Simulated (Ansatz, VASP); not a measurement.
**Two plane-wave programs on Si3Sn**

INCAR

```
SYSTEM = Si3Sn
PREC = Accurate
ENCUT = 600
EDIFF = 1E-6
ISMEAR = 0
SIGMA = 0.1
LREAL = .FALSE.
LASPH = .TRUE.
NELM = 60
ALGO = Normal
ISIF = 3
LWAVE = .FALSE.
LCHARG = .FALSE.
GGA = PE
IBRION = 2
NSW = 100
EDIFFG = -0.05
```

Contents of KPOINTS:

```
Automatic mesh
0
G
  6 6 6
  0 0 0
```

POSCAR

```
Si3Sn
1.0
    3.3915564296      0.0000000000      0.0000000000
    0.0000000000      3.3915564296      0.0000000000
    0.0000000000      0.0000000000      3.3915564296
Si Sn
3 1
Direct
    0.0000000000      0.5000000000      0.5000000000
    0.5000000000      0.0000000000      0.5000000000
    0.5000000000      0.5000000000      0.0000000000
    0.0000000000      0.0000000000      0.0000000000
```

Input for Ansatz:

```yaml
crystal:
  lattice:
    - [3.3915564296, 0.0, 0.0]
    - [0.0, 3.3915564296, 0.0]
    - [0.0, 0.0, 3.3915564296]
  atoms:
    - { symbol: Si, position: [0.0, 0.5, 0.5] }
    - { symbol: Si, position: [0.5, 0.0, 0.5] }
    - { symbol: Si, position: [0.5, 0.5, 0.0] }
    - { symbol: Sn, position: [0.0, 0.0, 0.0] }
basis:
  ecutwfc: 420
kpoints:
  mp_grid: { grid: [6, 6, 6] }
hamiltonian:
  xc: pbe
scf:
  occupations: { method: gaussian, width: 0.1 }
output:
  forces: true
  stress: true
  eigenvalues: true
relax:
  adjacent_minimum: "off"
  f_tol: 0.05
  max_steps: 80
  cell: { stress_tol: 0.5 }
```

The cell comes from a database or a generator and needn't be the stable form of this composition.

Alike in both runs: task relaxation of cell and atoms; functional PBE; k mesh 6 × 6 × 6; occupations gaussian, width 0.1 eV; no spin polarisation.

|  | VASP | Ansatz |
| --- | --- | --- |
| version | VASP 6.6.1 | Ansatz 0.2.0 |
| potentials or method | VASP PAW PBE potentials, release 64 (Si, Sn_d) | scalar-relativistic, plane waves, PAW |
| plane-wave cutoff (eV) | 600 | 420 |
| valence electrons in the cell | 26 | 26 |

|  | VASP | Ansatz | Ansatz less VASP |
| --- | --- | --- | --- |
| gap on the k mesh at the Fermi level, each at its own relaxed structure (eV) | none | none | - |
| relaxed volume (Å³/atom) | 18.52 | 18.47 | -0.045 |
| relaxed cell length with the largest relative difference (Å) | 4.200 | 4.196 | -0.0034 |
| energy change over the relaxation (meV/atom) | -2704 | -2713 | -9.2 |

A gap of «none» marks a metal or a gap that the smearing closes.

Caveats: the volume moved by over 15 % at a fixed basis, so the end points are rough (VASP).
